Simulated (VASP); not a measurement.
Consider the following.

```cif
data_V
_chemical_formula_sum 'V1'
_space_group_name_H-M_alt 'P 1'
_space_group_IT_number 1
_cell_length_a 2.58361
_cell_length_b 2.58361
_cell_length_c 2.58361
_cell_angle_alpha 109.471
_cell_angle_beta 109.471
_cell_angle_gamma 109.471
loop_
_space_group_symop_operation_xyz
  'x, y, z'
loop_
_atom_site_label
_atom_site_type_symbol
_atom_site_fract_x
_atom_site_fract_y
_atom_site_fract_z
_atom_site_occupancy
V1 V 0.00000 0.00000 0.00000 1
```

The numbers are results of optB88-vdW, VASP's PBE PAW potentials (set 64) (plane waves; VASP 6.6.1), not measurements. Numerical set-up: 520 eV cut-off, 17×17×17 Γ-centred mesh, first-order Methfessel-Paxton smearing of 0.10 eV, potentials V_sv.

Task: Give the energy at these volumes per atom, relative to the lowest: 12.47, 12.87, 13.27, 13.67, 14.07 Å³.

Result: 31.0, 7.4, 0.0, 6.4, 24.6 meV/atom. A third-order Birch-Murnaghan fit gives B0 = 185 GPa and B0′ = 4.2.

Measured: bulk modulus 161 GPa at 0 K (computed value off by +14.7 %), as given by H. Levämäki et al., Physical Review B (2014), arXiv:1402.3671 [corrected for temperature and zero-point phonon effects]; a 3.021 Å at 0 K (computed value off by -1.3 %), as given by Daniel Mejia-Rodriguez et al., Physical Review B (2018), arXiv:1807.09216 [static lattice: zero-point anharmonic expansion removed].

The compound is V in the bcc structure. It was relaxed first. The run is not spin-polarised, so no magnetic state was tried.
